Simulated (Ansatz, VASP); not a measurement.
# Cross-check of FeSi2 (Linzhiite) between VASP and Ansatz, part 2 of 2

One calculation is typed for both programs; each brings its own data sets. How far apart do they land? The structure shown is the start of the Ansatz relaxation below; VASP solves that cell, so the two are compared at the walk's first step.

VASP 6.6.1 and Ansatz 0.2.0.

So far. Step 4 (Differences): The forces differ by 27 meV/Å r.m.s., which is 34.5 % of the r.m.s. force of 0.078 eV/Å (both taken over all components).

### 7. VASP: single point, LDA, start cell, pair 2

Level of this step: LDA, no spin polarisation; plane waves and PAW (Si, Fe) (VASP).

The same cell, functional (in two slightly different forms), mesh and smearing now go to VASP, with its own data sets.

INCAR reads:

```
SYSTEM = FeSi2
PREC = Accurate
ENCUT = 520
EDIFF = 1E-06
NELM = 120
ISMEAR = 1
SIGMA = 0.2
LREAL = .FALSE.
ALGO = Normal
GGA = CA
NBANDS = 14
LASPH = .TRUE.
LORBIT = 11
LWAVE = .FALSE.
LCHARG = .FALSE.
ISIF = 2
GGA_COMPAT = .FALSE.
KPAR = 2
```

POSCAR reads:

```
FeSi2
1.0
    2.5785840000      0.0000000000      0.0000000000
    0.0000000000      2.5785840000      0.0000000000
    0.0000000000      0.0000000000      4.9563860000
Si Fe
2 1
Direct
    0.5000000000      0.5000000000      0.2733475561
    0.5000000000      0.5000000000      0.7266524439
    0.0000000000      0.0000000000      0.0000000000
```

KPOINTS reads:

```
Automatic mesh
0
Gamma
16 16 8
0 0 0
```

PAW data sets: Si and Fe (LDA family, release 64).

Launch:

```console
mpirun -np 2 vasp_std
```

Numbers of over 12 decimals in the logs are rounded to 6 here.

Log:

```text
[... set-up lines as in an earlier step ...]
 entering main loop
       N       E                     dE             d eps       ncg     rms          rms(c)
DAV:   1     0.634684683505E+02    0.63468E+02   -0.72186E+03  6420   0.121E+03
DAV:   2    -0.202646928991E+02   -0.83733E+02   -0.74129E+02  6476   0.226E+02
DAV:   3    -0.241596112894E+02   -0.38949E+01   -0.37633E+01  8516   0.544E+01
DAV:   4    -0.242530832984E+02   -0.93472E-01   -0.93371E-01  7218   0.804E+00
[...]
DAV:  13    -0.226782069944E+02    0.17394E-05   -0.89397E-06  8058   0.426E-02    0.114E-02
DAV:  14    -0.226782059452E+02    0.10492E-05   -0.82404E-07  6272   0.239E-02    0.411E-03
DAV:  15    -0.226782059894E+02   -0.44186E-07   -0.53937E-07  3966   0.585E-03
   1 F= -.22678206E+02 E0= -.22678607E+02  d E =0.120315E-02
```

OUTCAR, selected parts (step 7):

```text
  Total        4.3647728      4.3647728      4.5444871      0.0000000      0.0000000      0.0000000
  in kB      212.1995862    212.1995862    220.9366521      0.0000000      0.0000000      0.0000000
  external PRESSURE =     215.1119415 kB  Pullay stress =       0.0000000 kB

 POSITION                                       TOTAL-FORCE (eV/Angst)
 -----------------------------------------------------------------------------------
      1.28929      1.28929      1.35482         0.000000     -0.000000      0.156991
      1.28929      1.28929      3.60157         0.000000     -0.000000     -0.156991
      0.00000      0.00000      0.00000         0.000000      0.000000      0.000000
 -----------------------------------------------------------------------------------
    total drift:                                0.000000      0.000000      0.000000

  FREE ENERGIE OF THE ION-ELECTRON SYSTEM (eV)
  ---------------------------------------------------
  free  energy   TOTEN  =       -22.6782059894 eV

  energy  without entropy=      -22.6794091385  energy(sigma->0) =      -22.67860704

[... 1 part as in an earlier step ...]

[... 2 further parts left out ...]
[key lines of the parts left out:]
E-fermi :  11.4818
```

The run ends at a pressure of 21.51 GPa, with forces up to 0.16 eV/Å.

### 8. Side by side

What differs besides the data sets and the points named for the pairs above, as far as they apply: the data sets hold 24 valence electrons in Ansatz (on its PAW soft_1 files) and 16 in VASP. Total energies have different zeros and are not compared.

Forces (eV/Å; atoms numbered as in POSCAR):

| atom | Ansatz x, y, z | VASP x, y, z |
| --- | --- | --- |
| Si1 | 0.000, 0.000, 0.105 | 0.000, 0.000, 0.157 |
| Si2 | 0.000, 0.000, -0.105 | 0.000, 0.000, -0.157 |
| Fe3 | 0.000, 0.000, 0.000 | 0.000, 0.000, 0.000 |

The forces differ by 24 meV/Å r.m.s., which is 32.9 % of the r.m.s. force of 0.074 eV/Å (both taken over all components).

### 9. Further runs

Further runs change the set-up of one program: Ansatz's method, potentials or start, or VASP's data sets, cutoff or form of LDA. The table gives that difference for each run.

```
                         run  r.m.s. force difference (meV/Å)
                    as above                               24
VASP with a cutoff of 600 eV (perhaps on Ansatz's relaxed cell)                               24
```

### 10. Ansatz: relaxation, LDA

The two programs are compared at the cell with which this relaxation starts, whose forces are those of its first step. The cell compared in this pair holds 33.67 Å³, against 32.96 Å³ for the pair before.

The structure compared here is the start of the Ansatz relaxation; VASP solves that cell, so the two are compared at the walk's first step.

input.yaml reads:

```yaml
crystal:
  lattice:
    - [2.5996276582, 0.0, 0.0]
    - [0.0, 2.5996276582, 0.0]
    - [0.0, 0.0, 4.9824779882]
  atoms:
    - { symbol: Si, position: [0.5, 0.5, 0.2727185429] }
    - { symbol: Si, position: [0.5, 0.5, 0.7272814571] }
    - { symbol: Fe, position: [0.0, 0.0, 0.0] }
kpoints:
  mp_grid: { grid: [16, 16, 8] }
hamiltonian:
  xc: lda
  pseudopotentials: { kind: paw, azcp: { folder: soft_1 }, xc_functional: pbe }
scf:
  occupations: { method: methfessel_paxton, width: 0.2 }
output:
  forces: true
  stress: true
  eigenvalues: true
relax:
  adjacent_minimum: "off"
  f_tol: 0.001
  max_steps: 60
  cell: { stress_tol: 0.01, fix: [volume] }
```

Launch:

```console
ansatz run input.yaml --threads 4 --pin off --max-ram 10240MiB --backend cpu --events-out ev --progress --plain --runs-dir out
```

Log:

```text
[...]
Crystal: 3 atoms, lattice volume = 33.672 Å³
Basis set: ecut = 420 eV, 669 PW (Γ)
Bands: 16, of which v1, the nominal top of the filled ones, is band 12 counted from 1 (11 counted from 0)
Symmetry: 16 space group operations
[...]
k-points: 225 of 2048
[...]
k-point 224: bands = [... 8 lower, 12.3130, 12.3130, 13.6044, 15.9373, 15.9373, 15.9373, 16.5934, 19.2922]
--- Relaxed structure (3 steps of the walk, 3 accepted, 1 SCFs on fresh bases) ---
[...]
cell:  # Å, volume = 33.6719 Å³
    - [2.597136, 0, 0.0]
    - [0, 2.597136, 0.0]
    - [0.0, 0.0, 4.992044]
  atoms:
    - { symbol: Si, position: [0.500000, 0.500000, 0.273348] }
    - { symbol: Si, position: [0.500000, 0.500000, 0.726652] }
    - { symbol: Fe, position: [0, 0, 0.0] }
[key lines of the parts left out:]
SCF converged after 6 iterations
Free energy (F): -5638.817178 eV
Fermi energy:    15.662530 eV
P = ⅓ Tr σ = 14.4434 GPa (144.434 kbar)
```

### 11. VASP: single point, LDA, start cell, pair 3

The same cell, functional (in two slightly different forms), mesh and smearing now go to VASP, with its own data sets.

INCAR is that of step 7.

POSCAR reads:

```
FeSi2
1.0
    2.5996280000      0.0000000000      0.0000000000
    0.0000000000      2.5996280000      0.0000000000
    0.0000000000      0.0000000000      4.9824780000
Si Fe
2 1
Direct
    0.5000000000      0.5000000000      0.2727185148
    0.5000000000      0.5000000000      0.7272814852
    0.0000000000      0.0000000000      0.0000000000
```

KPOINTS is that of step 7.

Launch:

```console
mpirun -np 2 vasp_std
```

Log:

```text
[... set-up lines as in an earlier step ...]
 entering main loop
       N       E                     dE             d eps       ncg     rms          rms(c)
DAV:   1     0.630272922706E+02    0.63027E+02   -0.71854E+03  6388   0.120E+03
DAV:   2    -0.203058022648E+02   -0.83333E+02   -0.73957E+02  6496   0.227E+02
DAV:   3    -0.242483834870E+02   -0.39426E+01   -0.37886E+01  8590   0.546E+01
DAV:   4    -0.243427940939E+02   -0.94411E-01   -0.94287E-01  7270   0.793E+00
[...]
DAV:  13    -0.227594888445E+02    0.13875E-05   -0.84941E-06  8310   0.433E-02    0.119E-02
DAV:  14    -0.227594877510E+02    0.10935E-05   -0.81742E-07  6326   0.241E-02    0.409E-03
DAV:  15    -0.227594877971E+02   -0.46082E-07   -0.54630E-07  3978   0.593E-03
   1 F= -.22759488E+02 E0= -.22759930E+02  d E =0.132745E-02
```

Parts of OUTCAR (step 11):

```text
  Total        3.1865991      3.1865991      3.3609078      0.0000000      0.0000000      0.0000000
  in kB      151.6247874    151.6247874    159.9187475      0.0000000      0.0000000      0.0000000
  external PRESSURE =     154.3894408 kB  Pullay stress =       0.0000000 kB

 POSITION                                       TOTAL-FORCE (eV/Angst)
 -----------------------------------------------------------------------------------
      1.29981      1.29981      1.35881        -0.000000      0.000000      0.148980
      1.29981      1.29981      3.62366         0.000000     -0.000000     -0.148980
      0.00000      0.00000      0.00000        -0.000000      0.000000      0.000000
 -----------------------------------------------------------------------------------
    total drift:                                0.000000      0.000000      0.000000

  FREE ENERGIE OF THE ION-ELECTRON SYSTEM (eV)
  ---------------------------------------------------
  free  energy   TOTEN  =       -22.7594877971 eV

  energy  without entropy=      -22.7608152490  energy(sigma->0) =      -22.75993028

[... 1 part as in an earlier step ...]

[... 2 further parts left out ...]
[key lines of the parts left out:]
E-fermi :  11.1797
```

The run ends at a pressure of 15.44 GPa, with forces up to 0.15 eV/Å.

### 12. Differences

What differs besides the data sets and the points named for the pairs above, as far as they apply: the data sets hold 24 valence electrons in Ansatz (on its PAW soft_1 files) and 16 in VASP. Total energies have different zeros and are not compared.

Forces (eV/Å; atoms numbered as in POSCAR):

```
atom        Ansatz x, y, z          VASP x, y, z
 Si1   0.000, 0.000, 0.103   0.000, 0.000, 0.149
 Si2  0.000, 0.000, -0.103  0.000, 0.000, -0.149
 Fe3   0.000, 0.000, 0.000   0.000, 0.000, 0.000
```

The forces differ by 22 meV/Å r.m.s., which is 31.1 % of the r.m.s. force of 0.070 eV/Å (both taken over all components).

### 13. What the set-up changes

Further runs change the set-up of one program: Ansatz's method, potentials or start, or VASP's data sets, cutoff or form of LDA. The table gives that difference for each run.

```
                         run  r.m.s. force difference (meV/Å)
                    as above                               22
VASP with a cutoff of 600 eV (perhaps on Ansatz's relaxed cell)                               22
```

### 14. Outcome

```json
{"r.m.s. force difference (single point, LDA, start cell, pair 1)": "27 meV/Å", "r.m.s. force difference (single point, LDA, start cell, pair 2)": "24 meV/Å", "r.m.s. force difference (single point, LDA, start cell, pair 3)": "22 meV/Å"}
```

**Reading.** The r.m.s. force difference is 27 meV/Å (single point, LDA, start cell, pair 1), beyond the 12 meV/Å picked in this series as the mark of a large difference. The data sets hold unlike numbers of valence electrons (24 in Ansatz and 16 in VASP), so part of the differences comes from the potentials. 9 further runs of this series are not shown here. Such differences can come from data sets, numerical settings and the points named under the comparisons, not from the functional's error against experiment.

[Lines on the potential files, build, host, timing and source positions are cut from VASP's logs without a mark.]

[Logs are printed without paths, hosts, clocks, repeated set-up lines and the standing remarks that a program may print on its own settings, such as how far it seeks lower states.]

[Hosts, paths, dates, database ids (printed as entryN), source tags and the programs' standing remarks are cut or masked in the printed files.]

[Rows of further runs with another cutoff or data set may stand on the cell that Ansatz relaxed, not on the start cell of the pair above them.]
